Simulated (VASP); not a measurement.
## Ge$_{2}$Mo (relaxed from the AlB2 structure, space group P6/mmm): computed properties

These are r2SCAN meta-GGA, VASP's PBE PAW potentials (set 64) (plane waves; VASP 6.6.1) values and carry that method's errors.

```yaml
space_group: P6/mmm (191)
cell: a = b = 4.572 Å, c = 2.628 Å, α = β = 90.00°, γ = 120.00°
volume_per_atom: 15.86 Å³/atom
band gap (over mesh and band path): none (metal, semimetal or under 0.01 eV)
density: 8.42 g/cm³
```

```
MoGe2
1.0
    4.57169     0.00000     0.00000
   -2.28584     3.95920     0.00000
    0.00000     0.00000     2.62827
Mo Ge
1 2
Cartesian
  0.00000   0.00000   0.00000
  0.00000   2.63947   1.31414
  2.28585   1.31973   1.31414
```

The structure was generated: Ge2Mo was put into the AlB2 type (P6/mmm), which need not be its known phase. It was relaxed first, which changed the volume by -44 %. Symmetry was kept, so distortions that lower it aren't found.
